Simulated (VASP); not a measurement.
Consider the following.

```
CELL_PARAMETERS angstrom
      5.52969     0.00000     0.00000
      0.00000     5.52969     0.00000
      0.00000     0.00000     9.73672
ATOMIC_POSITIONS crystal
  Cs 0.00000 0.50000 0.00000
  Cs 0.50000 0.00000 0.50000
  I  0.00000 0.00000 0.25000
  I  0.00000 0.00000 0.75000
```

Method: AM05 GGA, VASP's PBE PAW potentials (set 64) (plane waves; VASP 6.6.1). Numerical set-up: 400 eV cut-off, 4×4×2 Γ-centred mesh, Gaussian smearing of 0.050 eV, potentials Cs_sv I.

Unless said otherwise, spin-orbit coupling is left out, though it shifts the bands of the heavy elements here.

Q: What does the run give for the energy per atom (σ→0), band gap (on the k-mesh) with the smallest direct gap where there is one?

A: 
The band gap (on the k-mesh) comes out as 3.36 eV and the smallest direct gap (on the k-mesh) is 3.36 eV. The energy per atom (σ→0) is -2584 meV/atom.

The structure was generated: CsI was put into the PtS type (P4_2/mmc), which need not be its known phase. The cell was not relaxed at this level. The run is one of a series of settings (GGA = AM against the base run), some of them coarse on purpose.
